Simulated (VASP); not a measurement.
Input:

```
BaZrO3
1.0
    4.00345     0.00000     0.00000
    0.00000     4.00345     0.00000
    0.00000     0.00000     4.00345
Ba Zr O
1 1 3
Direct
  0.00000   0.00000   0.00000
  0.50000   0.50000   0.50000
  0.50000   0.00000   0.50000
  0.00000   0.50000   0.50000
  0.50000   0.50000   0.00000
```

Calculation: PBEsol GGA, VASP's PBE PAW potentials (set 64) (plane waves; VASP). Run with 620 eV cut-off, 6×6×6 Γ-centred mesh, Gaussian smearing of 0.050 eV, potentials Ba_sv Zr_sv O.

Energy and stress use the plane-wave basis of the starting cell.

**Question.** The ions, cell shape and volume at an external pressure of 45.0 GPa are relaxed. Give the cell that the relaxation ends in.

**Answer.** 
```
BaZrO3
1.0
    3.94062     0.00000     0.00000
    0.00000     3.94062     0.00000
    0.00000     0.00000     3.94062
Ba Zr O
1 1 3
Cartesian
  0.00000   0.00000   0.00000
  1.97031   1.97031   1.97031
  1.97031   0.00000   1.97031
  0.00000   1.97031   1.97031
  1.97031   1.97031   0.00000
```
Space group Pm-3m (221), at a tolerance of 0.03 Å.

**Question.** How do energy and volume change from the first to the last step?

**Answer.** The energy (σ→0) changes by +137.9 meV/atom and the volume by -4.6 %, in 4 ionic steps.

```csv
step,E(σ→0) (eV),max force (eV/Å),pressure (GPa),volume (Å³)
1,-42.8375,0.000,29.99,64.17
2,-38.8010,0.000,102.88,53.64
3,-42.1842,0.000,44.16,61.32
4,-42.1479,0.000,44.88,61.19
```

The compound is BaZrO3 in the cubic perovskite structure. This run relaxes it under an external pressure of 45 GPa. Symmetry was kept, so distortions that lower it aren't found.
